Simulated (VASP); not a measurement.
Output of a VASP run:

### OUTCAR
```
 ion  position               nearest neighbor table
   1  0.000  0.000  0.000-   2 2.26   2 2.26   2 2.26   2 2.26   2 2.26   2 2.26
   2  0.500  0.500  0.500-   1 2.26   1 2.26   1 2.26   1 2.26   1 2.26   1 2.26
  LATTYP: Found a face centered cubic cell.
 ALAT       =     4.5230415714
 Subroutine PRICEL returns:
 Original cell was already a primitive cell.
 Subroutine GETGRP returns: Found 48 space group operations
The static configuration has the point symmetry O_h .
The dynamic configuration has the point symmetry O_h .
 Subroutine INISYM returns: Found 48 space group operations
 Subroutine IBZKPT returns following result:
 Found    104 irreducible k-points:

 Following reciprocal coordinates:
            Coordinates               Weight
  0.000000  0.000000  0.000000      1.000000
  0.071429  0.000000  0.000000      8.000000
  0.142857  0.000000  0.000000      8.000000
  0.214286  0.000000  0.000000      8.000000
  0.285714  0.000000  0.000000      8.000000
  0.357143  0.000000  0.000000      8.000000
  0.428571  0.000000  0.000000      8.000000
  0.500000  0.000000  0.000000      4.000000
  0.071429  0.071429  0.000000      6.000000
  0.142857  0.071429  0.000000     24.000000
  0.214286  0.071429  0.000000     24.000000
  0.285714  0.071429  0.000000     24.000000
  0.357143  0.071429  0.000000     24.000000
  0.428571  0.071429  0.000000     24.000000
  0.500000  0.071429  0.000000     24.000000
 -0.428571  0.071429  0.000000     24.000000
 -0.357143  0.071429  0.000000     24.000000
 -0.285714  0.071429  0.000000     24.000000
 -0.214286  0.071429  0.000000     24.000000
 -0.142857  0.071429  0.000000     24.000000
 -0.071429  0.071429  0.000000     12.000000
  0.142857  0.142857  0.000000      6.000000
  0.214286  0.142857  0.000000     24.000000
  0.285714  0.142857  0.000000     24.000000
  0.357143  0.142857  0.000000     24.000000
  0.428571  0.142857  0.000000     24.000000
  0.500000  0.142857  0.000000     24.000000
 -0.428571  0.142857  0.000000     24.000000
 -0.357143  0.142857  0.000000     24.000000
 -0.285714  0.142857  0.000000     24.000000
 -0.214286  0.142857  0.000000     24.000000
 -0.142857  0.142857  0.000000     12.000000
  0.214286  0.214286  0.000000      6.000000
  0.285714  0.214286  0.000000     24.000000
  0.357143  0.214286  0.000000     24.000000
  0.428571  0.214286  0.000000     24.000000
  0.500000  0.214286  0.000000     24.000000
 -0.428571  0.214286  0.000000     24.000000
 -0.357143  0.214286  0.000000     24.000000
 -0.285714  0.214286  0.000000     24.000000
   k-points           NKPTS =    104   k-points in BZ     NKDIM =    104   number of bands    NBANDS=     11
   number of dos      NEDOS =    301   number of ions     NIONS =      2
   total plane-waves  NPLWV =  21952
   dimension x,y,z NGX =    28 NGY =   28 NGZ =   28
   dimension x,y,z NGXF=    56 NGYF=   56 NGZF=   56
   ions per type =               1   1
   PREC   = accura    normal or accurate (medium, high low for compatibility)
   ISTART =      0    job   : 0-new  1-cont  2-samecut
   ICHARG =      2    charge: 1-file 2-atom 10-const
   ISPIN  =      1    spin polarized calculation?
   LNONCOLLINEAR =      F non collinear calculations
   LSORBIT =      F    spin-orbit coupling
   INIWAV =      1    electr: 0-lowe 1-rand  2-diag
   ENCUT  =  620.0 eV  45.57 Ry    6.75 a.u.   6.49  6.49  6.49*2*pi/ulx,y,z
   NELM   =    100;   NELMIN=  2; NELMDL= -5     # of ELM steps
   EDIFF  = 0.1E-05   stopping-criterion for ELM
   LREAL  =      F    real-space projection
   NLSPLINE    = F    spline interpolate recip. space projectors
   LMAXMIX     =    6 max onsite mixed and CHGCAR
   VOSKOWN=      0    Vosko Wilk Nusair interpolation
   EDIFFG = -.2E-01   stopping-criterion for IOM
   NSW    =     40    number of steps for IOM
   NBLOCK =      1;   KBLOCK =     40    inner block; outer block
   IBRION =      2    ionic relax: 0-MD 1-quasi-New 2-CG
...
```

### OSZICAR
```
       N       E                     dE             d eps       ncg     rms          rms(c)
DAV:   1     0.282616873106E+02    0.28262E+02   -0.86548E+03  2288   0.141E+03
DAV:   2    -0.240890349675E+02   -0.52351E+02   -0.49728E+02  3046   0.239E+02
DAV:   3    -0.259646297877E+02   -0.18756E+01   -0.18399E+01  2951   0.340E+01
DAV:   4    -0.259798249710E+02   -0.15195E-01   -0.15173E-01  2717   0.330E+00
DAV:   5    -0.259800016470E+02   -0.17668E-03   -0.17666E-03  2978   0.310E-01    0.676E+01
DAV:   6    -0.229714152185E+02    0.30086E+01   -0.19634E+01  2498   0.233E+01    0.468E+01
DAV:   7    -0.228900305538E+02    0.81385E-01   -0.63495E-01  2593   0.602E+00    0.253E+01
DAV:   8    -0.228749645858E+02    0.15066E-01   -0.37884E-02  2527   0.188E+00    0.468E+00
DAV:   9    -0.228714413795E+02    0.35232E-02   -0.19378E-02  2600   0.808E-01    0.191E+00
DAV:  10    -0.228711560727E+02    0.28531E-03   -0.91853E-04  2718   0.250E-01    0.315E-01
DAV:  11    -0.228711464555E+02    0.96172E-05   -0.10443E-04  2637   0.792E-02    0.106E-02
DAV:  12    -0.228711456757E+02    0.77977E-06   -0.24014E-06  2472   0.157E-02
   1 F= -.21427299E+02 E0= -.21427242E+02  d E =-.214273E+02
```

OUTCAR:
```
------------------------ aborting loop because EDIFF is reached ----------------------------------------
  FORCE on cell =-STRESS in cart. coord.  units (eV):
  Direction    XX          YY          ZZ          XY          YZ          ZX
  --------------------------------------------------------------------------------------
  Total        1.4324378      1.4324378      1.4324378      0.0000000      0.0000000      0.0000000
  in kB       99.2098095     99.2098095     99.2098095      0.0000000      0.0000000      0.0000000
  external PRESSURE =      -0.7901905 kB  Pullay stress =     100.0000000 kB
  volume of cell :       23.13
      direct lattice vectors                 reciprocal lattice vectors
     0.000000000  2.261520786  2.261520786    -0.221090163  0.221090163  0.221090163
     2.261520786  0.000000000  2.261520786     0.221090163 -0.221090163  0.221090163
     2.261520786  2.261520786  0.000000000     0.221090163  0.221090163 -0.221090163
 POSITION                                       TOTAL-FORCE (eV/Angst)
 -----------------------------------------------------------------------------------
      0.00000      0.00000      0.00000         0.000000     -0.000000      0.000000
      2.26152      2.26152      2.26152        -0.000000      0.000000     -0.000000
 -----------------------------------------------------------------------------------
    total drift:                                0.000000      0.000000      0.000000
  FREE ENERGIE OF THE ION-ELECTRON SYSTEM (eV)
  ---------------------------------------------------
  free  energy   TOTEN  =       -22.8711456757 eV

  energy  without entropy=      -22.8709753652  energy(sigma->0) =      -22.87108891
  enthalpy is  TOTEN    =       -21.4272987104 eV   P V=        1.4438469653

 reached required accuracy - stopping structural energy minimisation
```
(Selected blocks of OUTCAR.)

**POSCAR**
```
HfC
1
    0.0000000000     2.2615207857     2.2615207857
    2.2615207857     0.0000000000     2.2615207857
    2.2615207857     2.2615207857    -0.0000000000
Hf C
1 1
Direct
  0.0000000000   0.0000000000   0.0000000000
  0.5000000000   0.5000000000   0.5000000000
```

Task: Reconstruct the remaining input files.

Result: Several could match; the one computed here: the input of the run itself, LDA (Ceperley-Alder, Perdew-Zunger), plane waves, VASP's LDA PAW potentials (set 64).

**KPOINTS**
```
K-points
0
Gamma
  14 14 14
0 0 0
```

### INCAR
```
# general
SYSTEM   =  HfC
PREC     =  Accurate
ENCUT    =  620
LREAL    =  .FALSE.
LASPH    =  .TRUE.

# electronic loop
EDIFF    =  1E-6
NELM     =  100
ALGO     =  Normal
LMAXMIX  =  6

# smearing
ISMEAR   =  1
SIGMA    =  0.1

# ions
IBRION   =  2
NSW      =  40
ISIF     =  3
EDIFFG   =  -0.02
PSTRESS  =  100

# output
LWAVE    =  .FALSE.
LCHARG   =  .FALSE.
```

POTCAR, in this order: Hf_pv C (LDA.64 set). Program: vasp_std.

The compound is HfC in the rock salt structure. It was relaxed first under an external pressure of 10 GPa.
